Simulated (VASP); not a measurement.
Input:

```
HfC
1.0
    0.00000     2.30778     2.30778
    2.30778     0.00000     2.30778
    2.30778     2.30778     0.00000
Hf C
1 1
Cartesian
  0.00000   0.00000   0.00000
  2.30778   2.30778   2.30778
```

These are PBE GGA, VASP's PBE PAW potentials (set 64) (plane waves; VASP) values and carry that method's errors. Run with 620 eV cut-off, 14×14×14 Γ-centred mesh, first-order Methfessel-Paxton smearing of 0.10 eV, potentials Hf_pv C.

Question: The ions, cell shape and volume at an external pressure of 10.0 GPa are relaxed. Give the cell that the relaxation ends in.

Answer: 
```
HfC
1.0
    0.00000     2.29356     2.29356
    2.29356     0.00000     2.29356
    2.29356     2.29356     0.00000
Hf C
1 1
Cartesian
  0.00000   0.00000   0.00000
  2.29356   2.29356   2.29356
```
Space group Fm-3m (225), at a tolerance of 0.03 Å.

Question: How do energy and volume change from the first to the last step?

Answer: The energy (σ→0) changes by +10.4 meV/atom and the volume by -1.8 %, in 3 ionic steps.

The compound is HfC in the rock salt structure. This run relaxes it under an external pressure of 10 GPa. Symmetry was kept, so distortions that lower it aren't found.
